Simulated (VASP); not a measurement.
Consider the following.

```
CELL_PARAMETERS angstrom
      4.20145     0.00000     0.00000
      0.00000     4.20145     0.00000
      0.00000     0.00000     4.20145
ATOMIC_POSITIONS crystal
  Ba 0.00000 0.00000 0.00000
  Hf 0.50000 0.50000 0.50000
  O  0.50000 0.00000 0.50000
  O  0.00000 0.50000 0.50000
  O  0.50000 0.50000 0.00000
```

The numbers are results of PBE GGA, VASP's PBE PAW potentials (set 64) (plane waves; VASP), not measurements. Run with 520 eV cut-off, 6×6×6 Γ-centred mesh, tetrahedra with Blöchl corrections, potentials Ba_sv Hf_pv O.

Unless said otherwise, spin-orbit coupling is left out, though it shifts the bands of the heavy elements here.

Problem. What does the run give for the energy per atom (σ→0), band gap (on the k-mesh) with the smallest direct gap where there is one?

Solution. 
| Quantity | Result |
|---|---|
| band gap (on the k-mesh) | 3.54 eV |
| smallest direct gap (on the k-mesh) | 3.78 eV |
| energy per atom (σ→0) | -8.712 eV/atom |

Total energies compare only between runs with the same potentials, cut-off and functional.

The compound is BaHfO3 in the cubic perovskite structure. It was relaxed first.
